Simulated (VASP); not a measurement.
Input:

```xyz
2
Lattice="0.0000 3.2946 3.2946 3.2946 0.0000 3.2946 3.2946 3.2946 0.0000" Properties=species:S:1:pos:R:3 pbc="T T T"
Na     0.0000     0.0000     0.0000
I      3.2946     3.2946     3.2946
```

These are TPSS meta-GGA, VASP's PBE PAW potentials (set 64) (plane waves; VASP) values and carry that method's errors. Run with 520 eV cut-off, 7×7×7 Γ-centred mesh, Gaussian smearing of 0.050 eV, potentials Na_pv I.

Unless said otherwise, spin-orbit coupling is left out, though it shifts the bands of the heavy elements here.

Estimate the energy per atom (σ→0), band gap (on the k-mesh) with the smallest direct gap where there is one.

```yaml
band gap (on the k-mesh): 3.81 eV
smallest direct gap (on the k-mesh): 3.81 eV
energy per atom (σ→0): -8.454 eV/atom
```

The compound is NaI in the rock salt structure. This cell is one point of a volume scan, at 1.03 of the reference volume.
